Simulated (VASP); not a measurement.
These are PW91 GGA, VASP's PBE PAW potentials (set 64) (plane waves; VASP 6.6.1) values and carry that method's errors.

A VASP calculation is set up with these files.

### POSCAR
```
PtSe2
1
    1.8991138700    -3.2893619638     0.0000000000
    1.8991138700     3.2893619638     0.0000000000
    0.0000000000     0.0000000000     6.2312570501
Pt Se
1 2
Direct
  0.0000000000   0.0000000000   0.0000000000
  0.3333330000   0.6666670000   0.2119922123
  0.6666670000   0.3333330000   0.7880077877
```

### KPOINTS
```
Automatic mesh
0
G
  7 7 4
0 0 0
```

INCAR:
```
SYSTEM = PtSe2
PREC = Accurate
ENCUT = 520
EDIFF = 1E-7
NELM = 100
ALGO = Normal
LREAL = .FALSE.
LASPH = .TRUE.
ISMEAR = 0
SIGMA = 0.05
GGA = 91
LMAXMIX = 6
LWAVE = .FALSE.
LCHARG = .FALSE.
ISIF = 4
IBRION = 2
NSW = 30
EDIFFG = -0.01
```

POTCAR, in this order: Pt Se (PBE.64 set). Program: vasp_std.

The run wrote:

File OSZICAR:
```
       N       E                     dE             d eps       ncg     rms          rms(c)
DAV:   1     0.121235711016E+03    0.12124E+03   -0.97442E+03   840   0.126E+03
DAV:   2    -0.938537609211E+01   -0.13062E+03   -0.12739E+03  1078   0.232E+02
DAV:   3    -0.152248280922E+02   -0.58395E+01   -0.58136E+01  1071   0.532E+01
DAV:   4    -0.152891168091E+02   -0.64289E-01   -0.64247E-01  1036   0.588E+00
DAV:   5    -0.152899887288E+02   -0.87192E-03   -0.87191E-03  1072   0.662E-01    0.117E+01
DAV:   6    -0.146047798279E+02    0.68521E+00   -0.60709E+00   861   0.250E+01    0.670E+00
DAV:   7    -0.143394794256E+02    0.26530E+00   -0.11719E+00   861   0.117E+01    0.321E+00
DAV:   8    -0.143242332549E+02    0.15246E-01   -0.10138E-01   973   0.211E+00    0.895E-01
DAV:   9    -0.143188738021E+02    0.53595E-02   -0.15725E-02   959   0.139E+00    0.235E-01
DAV:  10    -0.143191481911E+02   -0.27439E-03   -0.25557E-03  1015   0.353E-01    0.522E-02
DAV:  11    -0.143191681314E+02   -0.19940E-04   -0.88432E-05  1064   0.957E-02    0.267E-02
DAV:  12    -0.143191830960E+02   -0.14965E-04   -0.36449E-05  1001   0.421E-02    0.348E-03
DAV:  13    -0.143191837423E+02   -0.64629E-06   -0.12278E-06  1057   0.763E-03    0.144E-03
DAV:  14    -0.143191841379E+02   -0.39562E-06   -0.34062E-07  1022   0.406E-03    0.839E-04
DAV:  15    -0.143191843021E+02   -0.16417E-06   -0.47225E-08   778   0.148E-03    0.179E-04
DAV:  16    -0.143191842958E+02    0.63069E-08   -0.75836E-09   644   0.645E-04
   1 F= -.14319184E+02 E0= -.14319184E+02  d E =-.143192E+02
       N       E                     dE             d eps       ncg     rms          rms(c)
DAV:   1    -0.143313993371E+02   -0.12215E-01   -0.85465E-01   840   0.576E+00    0.500E-01
DAV:   2    -0.143312195210E+02    0.17982E-03   -0.32078E-02  1015   0.127E+00    0.222E-01
DAV:   3    -0.143304474468E+02    0.77207E-03   -0.15313E-03   987   0.337E-01    0.113E-01
DAV:   4    -0.143302884184E+02    0.15903E-03   -0.79732E-04  1022   0.189E-01    0.380E-02
DAV:   5    -0.143302940435E+02   -0.56251E-05   -0.76665E-05   945   0.753E-02    0.182E-02
DAV:   6    -0.143302981455E+02   -0.41021E-05   -0.12559E-05  1029   0.240E-02    0.510E-03
DAV:   7    -0.143302989711E+02   -0.82551E-06   -0.11961E-06  1064   0.748E-03    0.168E-03
DAV:   8    -0.143302992244E+02   -0.25334E-06   -0.28118E-07   973   0.341E-03    0.956E-04
DAV:   9    -0.143302992447E+02   -0.20317E-07   -0.70703E-08   806   0.186E-03
   2 F= -.14330299E+02 E0= -.14330299E+02  d E =-.111149E-01
       N       E                     dE             d eps       ncg     rms          rms(c)
DAV:   1    -0.143389976313E+02   -0.86984E-02   -0.17054E+00   840   0.814E+00    0.727E-01
DAV:   2    -0.143386389193E+02    0.35871E-03   -0.64185E-02  1015   0.180E+00    0.321E-01
DAV:   3    -0.143370742775E+02    0.15646E-02   -0.30550E-03  1015   0.471E-01    0.162E-01
DAV:   4    -0.143367511045E+02    0.32317E-03   -0.15999E-03  1015   0.265E-01    0.526E-02
DAV:   5    -0.143367630508E+02   -0.11946E-04   -0.14853E-04   938   0.103E-01    0.251E-02
DAV:   6    -0.143367710308E+02   -0.79800E-05   -0.25035E-05  1036   0.336E-02    0.718E-03
DAV:   7    -0.143367728927E+02   -0.18619E-05   -0.24668E-06  1036   0.107E-02    0.241E-03
DAV:   8    -0.143367734261E+02   -0.53343E-06   -0.60673E-07  1036   0.496E-03    0.141E-03
DAV:   9    -0.143367734884E+02   -0.62325E-07   -0.15233E-07   836   0.273E-03
   3 F= -.14336773E+02 E0= -.14336773E+02  d E =-.175892E-01
       N       E                     dE             d eps       ncg     rms          rms(c)
DAV:   1    -0.143368100616E+02   -0.36635E-04   -0.82410E-03   840   0.564E-01    0.501E-02
DAV:   2    -0.143368080029E+02    0.20587E-05   -0.31306E-04  1015   0.126E-01    0.228E-02
DAV:   3    -0.143368010309E+02    0.69720E-05   -0.15662E-05   987   0.338E-02    0.115E-02
DAV:   4    -0.143368001072E+02    0.92374E-06   -0.77351E-06  1029   0.185E-02    0.369E-03
DAV:   5    -0.143368002664E+02   -0.15924E-06   -0.72797E-07   952   0.719E-03    0.182E-03
DAV:   6    -0.143368004053E+02   -0.13890E-06   -0.11477E-07   708   0.234E-03    0.482E-04
DAV:   7    -0.143368004050E+02    0.34515E-09   -0.13272E-08   539   0.851E-04
   4 F= -.14336800E+02 E0= -.14336800E+02  d E =-.176161E-01
       N       E                     dE             d eps       ncg     rms          rms(c)
DAV:   1    -0.143420764901E+02   -0.52761E-02   -0.19702E-01   840   0.314E+00    0.305E-01
DAV:   2    -0.143388328357E+02    0.32437E-02   -0.90345E-03   910   0.819E-01    0.161E-01
DAV:   3    -0.143381458690E+02    0.68697E-03   -0.16904E-03  1022   0.370E-01    0.752E-02
DAV:   4    -0.143379596396E+02    0.18623E-03   -0.63862E-04   980   0.173E-01    0.353E-02
DAV:   5    -0.143379633567E+02   -0.37171E-05   -0.54731E-05  1008   0.499E-02    0.118E-02
DAV:   6    -0.143379655613E+02   -0.22047E-05   -0.50252E-06  1008   0.177E-02    0.543E-03
DAV:   7    -0.143379665503E+02   -0.98900E-06   -0.13753E-06   987   0.975E-03    0.154E-03
DAV:   8    -0.143379668628E+02   -0.31244E-06   -0.37263E-07  1049   0.423E-03    0.664E-04
DAV:   9    -0.143379669066E+02   -0.43788E-07   -0.56300E-08   785   0.160E-03
   5 F= -.14337967E+02 E0= -.14337967E+02  d E =-.116650E-02
       N       E                     dE             d eps       ncg     rms          rms(c)
DAV:   1    -0.143401996062E+02   -0.22327E-02   -0.96004E-02   840   0.219E+00    0.212E-01
DAV:   2    -0.143386259872E+02    0.15736E-02   -0.43597E-03   910   0.570E-01    0.112E-01
DAV:   3    -0.143382921601E+02    0.33383E-03   -0.82190E-04  1029   0.258E-01    0.525E-02
DAV:   4    -0.143382018998E+02    0.90260E-04   -0.30830E-04   973   0.121E-01    0.246E-02
DAV:   5    -0.143382036485E+02   -0.17487E-05   -0.26798E-05   994   0.349E-02    0.821E-03
DAV:   6    -0.143382047036E+02   -0.10551E-05   -0.24373E-06  1008   0.124E-02    0.380E-03
DAV:   7    -0.143382051779E+02   -0.47428E-06   -0.68042E-07   994   0.685E-03    0.108E-03
DAV:   8    -0.143382053259E+02   -0.14799E-06   -0.18079E-07   921   0.296E-03    0.453E-04
DAV:   9    -0.143382053463E+02   -0.20430E-07   -0.31664E-08   736   0.126E-03
   6 F= -.14338205E+02 E0= -.14338205E+02  d E =-.140494E-02
```

OUTCAR:
```
------------------------ aborting loop because EDIFF is reached ----------------------------------------
  FORCE on cell =-STRESS in cart. coord.  units (eV):
  Direction    XX          YY          ZZ          XY          YZ          ZX
  --------------------------------------------------------------------------------------
  Total        0.0204646      0.0204646      0.0188945      0.0000000      0.0000000      0.0000000
  in kB        0.4211578      0.4211578      0.3888455      0.0000000      0.0000000      0.0000000
  external PRESSURE =       0.4103870 kB  Pullay stress =       0.0000000 kB
  volume of cell :       77.85
      direct lattice vectors                 reciprocal lattice vectors
     1.878382825 -3.253454705  0.000000000     0.266186420 -0.153682791 -0.000000000
     1.878382825  3.253454705 -0.000000000     0.266186420  0.153682791 -0.000000000
     0.000000000 -0.000000000  6.369560476     0.000000000  0.000000000  0.156996704
 POSITION                                       TOTAL-FORCE (eV/Angst)
 -----------------------------------------------------------------------------------
      3.75677      0.00000     -0.00000        -0.000000     -0.000000      0.000000
      1.87838      1.08449      1.31094         0.000000     -0.000000      0.002256
      1.87838     -1.08449      5.05862        -0.000000      0.000000     -0.002256
 -----------------------------------------------------------------------------------
    total drift:                                0.000000      0.000000     -0.000000
  FREE ENERGIE OF THE ION-ELECTRON SYSTEM (eV)
  ---------------------------------------------------
  free  energy   TOTEN  =       -14.3382053463 eV

  energy  without entropy=      -14.3382053463  energy(sigma->0) =      -14.33820535

 reached required accuracy - stopping structural energy minimisation
```
(Selected blocks of OUTCAR.)

CONTCAR:
```
PtSe2
   1.00000000000000
     1.8783828251457233   -3.2534547046912752    0.0000000000000000
     1.8783828251457233    3.2534547046912752   -0.0000000000000000
     0.0000000000000000   -0.0000000000000000    6.3695604763763729
  Pt              Se
     1     2
Direct
     1.0000000000000000    1.0000000000000000    0.0000000000000000
     0.3333330000000032    0.6666669999999968    0.2058125819206190
     0.6666669999999968    0.3333330000000032    0.7941874180793810
```

Without a dispersion term in the relaxation, distances and binding between the weakly bound layers, chains or molecules are unreliable, and so is what depends on them.

The compound is PtSe2 in the 1T layered structure. This cell is one point of a volume scan, at 1.03 of the reference volume. Symmetry was kept, so distortions that lower it aren't found.
